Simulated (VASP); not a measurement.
Input:

```
Hf
1.0
    4.96259     0.00000     0.00000
   -2.48130     4.29773     0.00000
    0.00000     0.00000     3.08428
Hf
3
Cartesian
  2.48130   1.43258   1.54214
  0.00000   2.86516   1.54214
  0.00000   0.00000   0.00000
```

Computed with r2SCAN meta-GGA, VASP's PBE PAW potentials (set 64) (plane waves; VASP). Settings: 400 eV cut-off, 8×8×11 Γ-centred mesh, tetrahedra with Blöchl corrections, potentials Hf_pv.

Q: Give the energies of bands 10 to 18 at the high-symmetry points, in eV from the Fermi level.

A: 
```
band      Γ      M      K      A      L      H
----  -----  -----  -----  -----  -----  -----
10    -7.63  -4.91  -4.65  -3.44  -3.31  -3.55
11    -2.59  -4.78  -4.33  -2.64  -3.10  -2.13
12    -0.81  -3.69  -4.33  -2.64  -2.15  -2.13
13    -0.81  -0.48  -0.25  -2.42  -1.50  -1.38
14    -0.73  -0.33  -0.25  -2.06  -0.91  -1.38
15    -0.73  -0.33  -0.16  -2.06  -0.87  -1.21
16    -0.53   0.23   0.40   1.47   0.45   0.82
17     1.32   0.86   0.44   1.47   0.73   0.82
18     2.37   1.01   0.44   2.20   1.22   1.30
```

It has no gap at this level: it comes out as a metal or semimetal.

The structure comes from a computed database's Hf entry (P6/mmm); how it stands against other phases isn't given here. It was relaxed first.
